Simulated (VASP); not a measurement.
Input:

```xyz
2
Lattice="0.0000 2.8184 2.8184 2.8184 0.0000 2.8184 2.8184 2.8184 0.0000" Properties=species:S:1:pos:R:3 pbc="T T T"
Na     0.0000     0.0000     0.0000
Cl     2.8184     2.8184     2.8184
```

Method: PBE GGA with D4 dispersion, VASP's PBE PAW potentials (set 64) (plane waves; VASP). Settings: 520 eV cut-off, Gaussian smearing of 0.050 eV, potentials Na_pv Cl.

### Question
Give the energies of bands 5 to 10 at the high-symmetry points, in eV from the valence-band maximum.

### Answer

```json
[
 {"band": "5", "Γ": "0.00", "X": "-1.66", "U": "-1.41", "L": "-1.93", "W": "-1.19"},
 {"band": "6", "Γ": "0.00", "X": "-0.60", "U": "-1.12", "L": "-0.26", "W": "-1.19"},
 {"band": "7", "Γ": "0.00", "X": "-0.60", "U": "-0.49", "L": "-0.26", "W": "-0.75"},
 {"band": "8", "Γ": "5.11", "X": "7.54", "U": "8.24", "L": "7.28", "W": "8.83"},
 {"band": "9", "Γ": "11.12", "X": "8.08", "U": "9.04", "L": "10.64", "W": "9.71"},
 {"band": "10", "Γ": "11.12", "X": "11.33", "U": "10.57", "L": "10.98", "W": "9.71"}
]
```

The gap is direct, 5.11 eV, from the valence maximum at Γ to the conduction minimum at Γ.

Measured: gap 8.97 eV (computed value off by -3.86 eV), as given by Wei Chen et al., Physical Review Materials (2018), doi:10.1103/physrevmaterials.2.073803.

The compound is NaCl in the rock salt structure. It was relaxed first.
